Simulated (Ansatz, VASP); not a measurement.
# Y11Al5Si14O52 (amorphous 64SiO2-25Y2O3-11Al2O3 (mol %)) in two plane-wave programs

Wanted: the spread between two codes on one cell, functional and k mesh. The structure shown is the start of the Ansatz relaxation below; VASP solves that cell, so the two are compared at the walk's first step.

Main program and level: Ansatz 0.2.0; plane waves, with VASP 6.6.1 beside it; single point at PBEsol.

### 1. The starting structure

The cell holds 164 atoms: 28 Si, 22 Y, 10 Al and 104 O. Its edges and angles: a = 12.728 Å, b = 12.930 Å, c = 12.552 Å, α = 86.0°, β = 88.6°, γ = 88.7°. As first built, before any earlier steps moved the atoms (in the runner's words): 164 atoms (28 Si, 22 Er, 10 Al, 104 O) placed at random at 4.5 g/cm^3, melted at 5000 K for 10 ps at fixed volume with the Morse and Coulomb pair potential with partial charges (Pedone, Malavasi, Menziani, Cormack and Segre, J. Phys. Chem. B 110, 11780 (2006)). Quenched from 5000 K to 300 K at 1000 K/ps and fixed volume, held 10 ps at zero pressure, then minimised at fixed cell. Then Er was replaced by Y and the cell scaled by 1.01 (the potential has no terms for the new elements, so the cell is a start for a DFT relaxation).

### 2. Ansatz: relaxation, PBEsol

Ansatz runs on its PAW soft_1 files.

The two programs are compared at the cell with which this relaxation starts, whose forces are those of its first step.

Input file input.yaml:

```yaml
crystal:
  lattice:
    - [12.72579, 0.14693, 0.15164]
    - [0.14693, 12.92163, 0.44006]
    - [0.15164, 0.44006, 12.54376]
  atoms:
    - { symbol: Si, position: [0.74085, 0.19384, 0.82966] }
    - { symbol: Si, position: [0.96276, 0.31426, 0.13497] }
    - { symbol: Si, position: [0.41734, 0.03215, 0.98849] }
    - { symbol: Si, position: [0.95218, 0.08013, 0.79059] }
    - { symbol: Si, position: [0.62864, 0.26965, 0.64557] }
    - { symbol: Si, position: [0.14154, 0.46198, 0.9106] }
    - { symbol: Si, position: [0.98829, 0.36035, 0.68622] }
    - { symbol: Si, position: [0.26609, 0.69131, 0.29313] }
    - { symbol: Si, position: [0.21671, 0.89976, 0.95858] }
    - { symbol: Si, position: [0.56031, 0.90693, 0.14878] }
    - { symbol: Si, position: [0.40276, 0.23883, 0.08573] }
    - { symbol: Si, position: [0.69381, 0.95828, 0.33685] }
    - { symbol: Si, position: [0.89401, 0.3262, 0.35038] }
    - { symbol: Si, position: [0.51364, 0.6912, 0.25322] }
    - { symbol: Si, position: [0.48237, 0.182, 0.30049] }
    - { symbol: Si, position: [0.38655, 0.60425, 0.65172] }
    - { symbol: Si, position: [0.56981, 0.4713, 0.35547] }
    - { symbol: Si, position: [0.3543, 0.81823, 0.63686] }
    - { symbol: Si, position: [0.60888, 0.99564, 0.82939] }
    - { symbol: Si, position: [0.92906, 0.40429, 0.89381] }
    - { symbol: Si, position: [0.20484, 0.13949, 0.14332] }
    - { symbol: Si, position: [0.86127, 0.87845, 0.59327] }
    - { symbol: Si, position: [0.33143, 0.07875, 0.45317] }
    - { symbol: Si, position: [0.99, 0.78092, 0.43788] }
    - { symbol: Si, position: [0.78469, 0.5131, 0.45632] }
    - { symbol: Si, position: [0.16842, 0.49609, 0.40087] }
    - { symbol: Si, position: [0.75442, 0.31914, 0.02538] }
    - { symbol: Si, position: [0.04254, 0.0016, 0.5851] }
    - { symbol: "Y", position: [0.36967, 0.1935, 0.6672] }
    - { symbol: "Y", position: [0.25519, 0.41844, 0.66725] }
    - { symbol: "Y", position: [0.7983, 0.9464, 0.15029] }
    - { symbol: "Y", position: [0.12592, 0.28127, 0.49454] }
    - { symbol: "Y", position: [0.39016, 0.4352, 0.88632] }
    - { symbol: "Y", position: [0.35779, 0.94035, 0.26674] }
    - { symbol: "Y", position: [0.86426, 0.60547, 0.71599] }
    - { symbol: "Y", position: [0.43451, 0.52446, 0.1104] }
    - { symbol: "Y", position: [0.89817, 0.64717, 0.011] }
    - { symbol: "Y", position: [0.61624, 0.53953, 0.6316] }
    - { symbol: "Y", position: [0.02774, 0.81397, 0.15319] }
    - { symbol: "Y", position: [0.0116, 0.06813, 0.04548] }
    - { symbol: "Y", position: [0.02282, 0.80636, 0.83228] }
    - { symbol: "Y", position: [0.86116, 0.15406, 0.56544] }
    - { symbol: "Y", position: [0.17629, 0.22541, 0.8584] }
    - { symbol: "Y", position: [0.59196, 0.05287, 0.56732] }
    - { symbol: "Y", position: [0.77835, 0.705, 0.24824] }
    - { symbol: "Y", position: [0.1953, 0.63981, 0.05047] }
    - { symbol: "Y", position: [0.41947, 0.7034, 0.90816] }
    - { symbol: "Y", position: [0.66109, 0.7846, 0.74558] }
    - { symbol: "Y", position: [0.9579, 0.09493, 0.3037] }
    - { symbol: "Y", position: [0.10624, 0.60888, 0.63049] }
    - { symbol: Al, position: [0.21403, 0.85664, 0.46229] }
    - { symbol: Al, position: [0.52941, 0.73437, 0.50622] }
    - { symbol: Al, position: [0.66079, 0.54426, 0.91807] }
    - { symbol: Al, position: [0.61532, 0.7251, 0.03418] }
    - { symbol: Al, position: [0.69252, 0.26141, 0.28009] }
    - { symbol: Al, position: [0.21142, 0.3794, 0.11066] }
    - { symbol: Al, position: [0.22918, 0.98355, 0.73071] }
    - { symbol: Al, position: [0.36434, 0.36197, 0.42376] }
    - { symbol: Al, position: [0.96887, 0.60062, 0.30568] }
    - { symbol: Al, position: [0.83011, 0.91078, 0.90735] }
    - { symbol: O, position: [0.27139, 0.7853, 0.97146] }
    - { symbol: O, position: [0.01421, 0.67623, 0.74872] }
    - { symbol: O, position: [0.12454, 0.92704, 0.04382] }
    - { symbol: O, position: [0.54182, 0.71247, 0.37432] }
    - { symbol: O, position: [0.27984, 0.2506, 0.14144] }
    - { symbol: O, position: [0.23845, 0.1614, 0.46716] }
    - { symbol: O, position: [0.32077, 0.3076, 0.78662] }
    - { symbol: O, position: [0.97804, 0.73988, 0.31756] }
    - { symbol: O, position: [0.62673, 0.71646, 0.60109] }
    - { symbol: O, position: [0.1891, 0.50561, 0.79855] }
    - { symbol: O, position: [0.86749, 0.78135, 0.8981] }
    - { symbol: O, position: [0.9535, 0.29213, 0.59128] }
    - { symbol: O, position: [0.52313, 0.52927, 0.93409] }
    - { symbol: O, position: [0.90286, 0.37622, 0.2279] }
    - { symbol: O, position: [0.4147, 0.07949, 0.54752] }
    - { symbol: O, position: [0.89222, 0.5226, 0.88396] }
    - { symbol: O, position: [0.46588, 0.98202, 0.0994] }
    - { symbol: O, position: [0.85922, 0.79618, 0.12007] }
    - { symbol: O, position: [0.65817, 0.52391, 0.4316] }
    - { symbol: O, position: [0.48233, 0.68189, 0.06663] }
    - { symbol: O, position: [0.04994, 0.73852, 0.00096] }
    - { symbol: O, position: [0.17742, 0.71088, 0.2027] }
    - { symbol: O, position: [0.112, 0.31564, 0.69865] }
    - { symbol: O, position: [0.16068, 0.15448, 0.0227] }
    - { symbol: O, position: [0.38444, 0.7116, 0.71815] }
    - { symbol: O, position: [0.41317, 0.07973, 0.34384] }
    - { symbol: O, position: [0.93765, 0.19334, 0.14243] }
    - { symbol: O, position: [0.11142, 0.12402, 0.22726] }
    - { symbol: O, position: [0.76739, 0.22533, 0.94658] }
    - { symbol: O, position: [0.01489, 0.67837, 0.51131] }
    - { symbol: O, position: [0.57686, 0.75134, 0.89256] }
    - { symbol: O, position: [0.59804, 0.38192, 0.60065] }
    - { symbol: O, position: [0.89024, 0.35493, 0.02023] }
    - { symbol: O, position: [0.7169, 0.63162, 0.00446] }
    - { symbol: O, position: [0.42648, 0.50652, 0.72716] }
    - { symbol: O, position: [0.43012, 0.35464, 0.04494] }
    - { symbol: O, position: [0.8201, 0.78524, 0.67511] }
    - { symbol: O, position: [0.93193, 0.95947, 0.81847] }
    - { symbol: O, position: [0.32764, 0.57245, 0.96164] }
    - { symbol: O, position: [0.8574, 0.00088, 0.999] }
    - { symbol: O, position: [0.62199, 0.98271, 0.22324] }
    - { symbol: O, position: [0.92364, 0.61192, 0.17722] }
    - { symbol: O, position: [0.98459, 0.89579, 0.6293] }
    - { symbol: O, position: [0.40163, 0.15822, 0.99074] }
    - { symbol: O, position: [0.05343, 0.37333, 0.89674] }
    - { symbol: O, position: [0.90372, 0.34039, 0.79085] }
    - { symbol: O, position: [0.53299, 0.19097, 0.6736] }
    - { symbol: O, position: [0.8809, 0.83746, 0.47403] }
    - { symbol: O, position: [0.30959, 0.98345, 0.9561] }
    - { symbol: O, position: [0.14087, 0.46077, 0.52648] }
    - { symbol: O, position: [0.48188, 0.18827, 0.17146] }
    - { symbol: O, position: [0.6282, 0.70171, 0.18438] }
    - { symbol: O, position: [0.72177, 0.27718, 0.14147] }
    - { symbol: O, position: [0.98612, 0.48559, 0.67221] }
    - { symbol: O, position: [0.34219, 0.90963, 0.71459] }
    - { symbol: O, position: [0.26699, 0.49066, 0.1487] }
    - { symbol: O, position: [0.02345, 0.13313, 0.87217] }
    - { symbol: O, position: [0.60183, 0.17073, 0.33434] }
    - { symbol: O, position: [0.32395, 0.31935, 0.55479] }
    - { symbol: O, position: [0.70461, 0.91642, 0.85987] }
    - { symbol: O, position: [0.16385, 0.98341, 0.60803] }
    - { symbol: O, position: [0.2757, 0.80089, 0.348] }
    - { symbol: O, position: [0.00178, 0.26588, 0.3824] }
    - { symbol: O, position: [0.50088, 0.99827, 0.89883] }
    - { symbol: O, position: [0.65219, 0.10898, 0.84181] }
    - { symbol: O, position: [0.24727, 0.11094, 0.75851] }
    - { symbol: O, position: [0.81266, 0.23062, 0.35072] }
    - { symbol: O, position: [0.38061, 0.66399, 0.24256] }
    - { symbol: O, position: [0.70524, 0.41834, 0.96525] }
    - { symbol: O, position: [0.53477, 0.55217, 0.25448] }
    - { symbol: O, position: [0.63316, 0.37823, 0.30587] }
    - { symbol: O, position: [0.08294, 0.86435, 0.43185] }
    - { symbol: O, position: [0.28378, 0.96883, 0.42601] }
    - { symbol: O, position: [0.23553, 0.39229, 0.37265] }
    - { symbol: O, position: [0.44481, 0.8328, 0.54728] }
    - { symbol: O, position: [0.41275, 0.27245, 0.34248] }
    - { symbol: O, position: [0.78584, 0.53707, 0.57988] }
    - { symbol: O, position: [0.47036, 0.61584, 0.55625] }
    - { symbol: O, position: [0.28815, 0.04745, 0.16065] }
    - { symbol: O, position: [0.96336, 0.97046, 0.18923] }
    - { symbol: O, position: [0.23254, 0.60267, 0.38436] }
    - { symbol: O, position: [0.16279, 0.91436, 0.83935] }
    - { symbol: O, position: [0.24508, 0.78933, 0.58225] }
    - { symbol: O, position: [0.79958, 0.98922, 0.5912] }
    - { symbol: O, position: [0.69557, 0.58883, 0.78117] }
    - { symbol: O, position: [0.08112, 0.34626, 0.12589] }
    - { symbol: O, position: [0.69841, 0.19323, 0.5703] }
    - { symbol: O, position: [0.62342, 0.95976, 0.44075] }
    - { symbol: O, position: [0.69531, 0.2869, 0.75319] }
    - { symbol: O, position: [0.06161, 0.50816, 0.33741] }
    - { symbol: O, position: [0.08764, 0.53806, 0.98944] }
    - { symbol: O, position: [0.22964, 0.38089, 0.96694] }
    - { symbol: O, position: [0.48359, 0.82832, 0.21939] }
    - { symbol: O, position: [0.64109, 0.86318, 0.06351] }
    - { symbol: O, position: [0.00224, 0.08962, 0.66987] }
    - { symbol: O, position: [0.8426, 0.40499, 0.4311] }
    - { symbol: O, position: [0.74157, 0.84741, 0.3051] }
    - { symbol: O, position: [0.46375, 0.44931, 0.42225] }
    - { symbol: O, position: [0.84085, 0.14207, 0.76585] }
    - { symbol: O, position: [0.79176, 0.03378, 0.3069] }
    - { symbol: O, position: [0.9947, 0.06315, 0.4798] }
    - { symbol: O, position: [0.27367, 0.58054, 0.61183] }
    - { symbol: O, position: [0.58482, 0.95624, 0.71317] }
    - { symbol: O, position: [0.84471, 0.59585, 0.37625] }
kpoints:
  mp_grid: { grid: [1, 1, 1] }
hamiltonian:
  xc: pbesol
  pseudopotentials: { kind: paw, azcp: { folder: soft_1 }, xc_functional: pbe }
scf:
  occupations: { method: fixed }
output:
  forces: true
  eigenvalues: true
  stress: true
relax:
  f_tol: 0.05
  max_steps: 70
```

Launch:

```
$ ansatz run input.yaml --threads 4 --pin off --max-ram 8192MiB --backend cpu --events-out ev --progress --plain --runs-dir out
```

Numbers of over 12 decimals in the logs are rounded to 6 here.

Output:

```text
Warning: output.stress: scf.convergence.dr2_threshold = 1e-7 eV (the SCF's general default) is looser than the 1.08e-8 eV advised for a printed stress (1e-10 eV for each atom of the cell: 164, of which 108 are counted). What an SCF threshold leaves in a stress goes as its square root, and in the free energy as the threshold itself, and one threshold admits the most on a small cell: [figures from the program's tests c [...]
Engine: ansatz 0.2.0, aarch64-unknown-linux-gnu
Pseudopotentials: kind: paw
Pseudopotential: Si, paw, valence charge 4, recommended cutoff 420 eV (normal), soft_1/Si.paw.azcp
Pseudopotential: Y, paw, valence charge 11, recommended cutoff 420 eV (normal), soft_1/Y.paw.azcp
Pseudopotential: Al, paw, valence charge 3, recommended cutoff 420 eV (normal), soft_1/Al.paw.azcp
Pseudopotential: O, paw, valence charge 6, recommended cutoff 420 eV (normal), soft_1/O.paw.azcp
Functional definition: PBEsol
  exchange = pbesol_x
  correlation = pbesol_c
Crystal: 164 atoms, lattice volume = 2059.657 Å³
Basis set: ecut = 420 eV, 40209 PW (Γ), exchange–correlation on 180×180×180 points (8 copies of the dense FFT grid, shifted against one another)
Bands: 668, of which v1, the nominal top of the filled ones, is band 504 counted from 1 (503 counted from 0)
Symmetry: 1 space group operations
Space group: P1 (ITA 1), of the structure as read, at distance tolerance 1.3e-4 Å
k-points: 1
Non-local potential: Si, projectors of the file, l = 0: 2, l = 1: 2, l = 2: 1
Non-local potential: Y, projectors of the file, l = 0: 3, l = 1: 2, l = 2: 2, l = 3: 1
Non-local potential: Al, projectors of the file, l = 0: 2, l = 1: 2, l = 2: 1
Non-local potential: O, projectors of the file, l = 0: 2, l = 1: 2, l = 2: 1
PAW form: soft (Blöchl's): semilocal exchange-correlation on the pseudo side does not see the compensation charge
PAW frozen core: Si, regenerated for the run's functional, and the local potential with it (the file was generated under x = pbe(κ = 0.804, μ = 0.219515), c = pbe(β = 0.066725))
PAW frozen core: Y, regenerated for the run's functional, and the local potential with it (the file was generated under x = pbe(κ = 0.804, μ = 0.219515), c = pbe(β = 0.066725))
PAW frozen core: Al, regenerated for the run's functional, and the local potential with it (the file was generated under x = pbe(κ = 0.804, μ = 0.219515), c = pbe(β = 0.066725))
PAW frozen core: O, regenerated for the run's functional, and the local potential with it (the file was generated under x = pbe(κ = 0.804, μ = 0.219515), c = pbe(β = 0.066725))
PAW one-centre angular grid: Si, 110 points (default); XC on 64 Gauss nodes
PAW one-centre angular grid: Y, 590 points (default); XC on 64 Gauss nodes
PAW one-centre angular grid: Al, 110 points (default); XC on 64 Gauss nodes
PAW one-centre angular grid: O, 110 points (default); XC on 64 Gauss nodes
Initial density: superposition of atomic densities (chi_scale 0.1, normalization cell, long waves 40 % of neutral atoms (reshape's long-wave potential 1.40 eV rms, cloud 2.56 Å wide))
Initial wavefunctions: pseudopotential atomic-orbital guess
Functional: x = pbesol(κ = 0.804, μ = 0.123457), c = pbesol(β = 0.046)
SCF iter   1: F=—  HF=-164783.640545 eV  |F-HF|=—  |Δ(HF+E_count)|=         —  Δρ=8.52e-2  dr2=2.58e2  ethr=3.10e-3  ⟨swp⟩=5.0  Hψ=2227  notcnv=0  defer=162
preconditioner: auto → Resta (q_TF=auto, 2.422 Å⁻¹)  ε∞=4.2  [insulator: Δε(μ)=0.229 eV  Ē_g=13.268 eV  n_scr=476 (ndim 8)  ℏωp=23.8 eV  f_vac=0.016  ε∞_Penn≈4.2]
SCF iter   2: F=—  HF=-164720.593155 eV  |F-HF|=—  |Δ(HF+E_count)|=    6.30e1  Δρ=4.02e-2  dr2=6.33e1  ethr=3.10e-3  ⟨swp⟩=3.0  Hψ=1257  notcnv=0  defer=162
SCF iter   3: F=—  HF=-164703.306955 eV  |F-HF|=—  |Δ(HF+E_count)|=    1.73e1  Δρ=1.74e-2  dr2=1.13e1  ethr=3.10e-3  ⟨swp⟩=3.0  Hψ=1091  notcnv=0  defer=160
SCF iter   4: F=—  HF=-164700.603435 eV  |F-HF|=—  |Δ(HF+E_count)|=    2.70e0  Δρ=7.08e-3  dr2=1.10e0  ethr=1.12e-3  ⟨swp⟩=3.0  Hψ=1088  notcnv=0  defer=162
[...]
- { symbol: Al, position: [0.365682, 0.361038, 0.422654] }
    - { symbol: Al, position: [0.973236, 0.599857, 0.303883] }
    - { symbol: Al, position: [0.827799, 0.911600, 0.908269] }
    - { symbol: O, position: [0.274380, 0.787489, 0.977486] }
    - { symbol: O, position: [0.017563, 0.675172, 0.750305] }
    - { symbol: O, position: [0.124463, 0.930008, 0.048512] }
    - { symbol: O, position: [0.535647, 0.713635, 0.366539] }
    - { symbol: O, position: [0.281658, 0.251280, 0.146630] }
    - { symbol: O, position: [0.240777, 0.158036, 0.471609] }
    - { symbol: O, position: [0.323630, 0.306223, 0.788738] }
    - { symbol: O, position: [0.977490, 0.739879, 0.318339] }
    - { symbol: O, position: [0.627183, 0.719888, 0.595916] }
    - { symbol: O, position: [0.193799, 0.506180, 0.800049] }
    - { symbol: O, position: [0.865401, 0.781478, 0.894617] }
    - { symbol: O, position: [0.956213, 0.293498, 0.589483] }
    - { symbol: O, position: [0.521689, 0.534774, 0.932789] }
    - { symbol: O, position: [0.897718, 0.378698, 0.228881] }
    - { symbol: O, position: [0.418582, 0.074757, 0.548833] }
    - { symbol: O, position: [0.888574, 0.522058, 0.882117] }
    - { symbol: O, position: [0.467484, 0.987616, 0.096213] }
    - { symbol: O, position: [0.858492, 0.797783, 0.115547] }
    - { symbol: O, position: [0.658672, 0.528366, 0.428967] }
    - { symbol: O, position: [0.485914, 0.682375, 0.074392] }
    - { symbol: O, position: [0.052281, 0.743373, -0.00304492] }
    - { symbol: O, position: [0.172464, 0.709570, 0.206261] }
    - { symbol: O, position: [0.113874, 0.312791, 0.700868] }
    - { symbol: O, position: [0.158255, 0.157836, 0.027074] }
[...]
- { symbol: O, position: [0.744912, 0.843199, 0.305068] }
    - { symbol: O, position: [0.460645, 0.454240, 0.415897] }
    - { symbol: O, position: [0.839854, 0.145124, 0.760836] }
    - { symbol: O, position: [0.788381, 0.032097, 0.312996] }
    - { symbol: O, position: [0.997426, 0.063633, 0.479502] }
    - { symbol: O, position: [0.276740, 0.577208, 0.608298] }
    - { symbol: O, position: [0.582905, 0.957665, 0.708240] }
    - { symbol: O, position: [0.848121, 0.592380, 0.373362] }
```

The column dr2 measures how far the density is from self-consistency, as an energy; F and HF (Harris–Foulkes) agree once it is small.

(Part 1 of 2 ends here.)

[Lines on the potential files, build, host, timing and source positions are cut from VASP's logs without a mark.]

[Logs are printed without paths, hosts, clocks, repeated set-up lines and the standing remarks that a program may print on its own settings, such as how far it seeks lower states.]

[Hosts, paths, dates, database ids (printed as entryN), source tags and the programs' standing remarks are cut or masked in the printed files.]
